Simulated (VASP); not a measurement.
**PdPt: band structure with PBEsol**

The system is PdPt, a slab with vacuum.

```
Pt Pd
1.0
     2.76680    0.00000    0.00000
    -1.38340    2.39612    0.00000
     0.00000    0.00000   26.40092
Pt Pd
3 3
Direct
  0.33333 0.66667 0.28408
  0.00000 0.00000 0.45682
  0.66667 0.33333 0.62955
  0.66667 0.33333 0.37045
  0.33333 0.66667 0.54318
  0.00000 0.00000 0.71592
```

```json
{
 "Program": "VASP 6.6.1",
 "Task": "band structure",
 "Functional": "PBEsol",
 "Potentials or basis": "VASP PAW PBE potentials, release 64 (Pt, Pd)",
 "Cutoff": "520 eV",
 "k mesh": "8 × 8 × 1",
 "Occupations": "fermi-dirac, width 0.05 eV",
 "Spin": "no spin polarisation",
 "Dipole correction": "yes",
 "Further INCAR settings": "ALGO = Normal; EDIFF = 1e-06; NBANDS = 39"
}
```

| Quantity | Value |
| --- | --- |
| Largest force | 0.193 eV/Å |
| Band gap along the path | none (metal or under the smearing width) |

Forces on the atoms (eV/Å):
```
Pt   0.000  0.000  0.189
Pt   0.000  0.000 -0.013
Pt   0.000  0.000 -0.141
Pd   0.000  0.000  0.154
Pd   0.000  0.000  0.004
Pd   0.000  0.000 -0.193
```

Levels at the corners of the path, in eV from the Fermi level:
| point | band 27 | band 28 | band 29 | band 30 | band 31 | band 32 | band 33 | band 34 |
| --- | --- | --- | --- | --- | --- | --- | --- | --- |
| Γ | -1.33 | -1.07 | -1.07 | -0.65 | -0.65 | -0.22 | -0.22 | -0.02 |
| M | 0.18 | 0.39 | 0.46 | 0.65 | 0.95 | 2.03 | 2.75 | 2.91 |
| M | 0.18 | 0.39 | 0.46 | 0.65 | 0.95 | 2.03 | 2.75 | 2.91 |
| K | -0.41 | -0.25 | -0.19 | -0.14 | 4.87 | 4.93 | 5.20 | 6.27 |
| K | -0.41 | -0.25 | -0.19 | -0.14 | 4.87 | 4.93 | 5.20 | 6.27 |
| Γ | -1.33 | -1.07 | -1.07 | -0.65 | -0.65 | -0.22 | -0.22 | -0.02 |
| Γ | -1.33 | -1.07 | -1.07 | -0.65 | -0.65 | -0.22 | -0.22 | -0.02 |
| A | -1.33 | -1.07 | -1.07 | -0.65 | -0.65 | -0.22 | -0.22 | -0.02 |
| A | -1.33 | -1.07 | -1.07 | -0.65 | -0.65 | -0.22 | -0.22 | -0.02 |
| L | 0.18 | 0.39 | 0.46 | 0.65 | 0.95 | 2.03 | 2.75 | 2.91 |
| L | 0.18 | 0.39 | 0.46 | 0.65 | 0.95 | 2.03 | 2.75 | 2.91 |
| H | -0.41 | -0.25 | -0.19 | -0.14 | 4.87 | 4.93 | 5.20 | 6.27 |
| H | -0.41 | -0.25 | -0.19 | -0.14 | 4.87 | 4.93 | 5.20 | 6.27 |
| A | -1.33 | -1.07 | -1.07 | -0.65 | -0.65 | -0.22 | -0.22 | -0.02 |
| L | 0.18 | 0.39 | 0.46 | 0.65 | 0.95 | 2.03 | 2.75 | 2.91 |
| M | 0.18 | 0.39 | 0.46 | 0.65 | 0.95 | 2.03 | 2.75 | 2.91 |
| K | -0.41 | -0.25 | -0.19 | -0.14 | 4.87 | 4.93 | 5.20 | 6.27 |
| H | -0.41 | -0.25 | -0.19 | -0.14 | 4.87 | 4.93 | 5.20 | 6.27 |

It took 4.5 min on 1 thread of Intel(R) Xeon(R) 6975P-C (Granite Rapids) (shared host), peak memory 0.4 GiB.

Caveat: the PAW data sets were made with another functional, which shifts forces and pressure a little; spin-orbit coupling is left out, which moves the levels of the heavy elements.
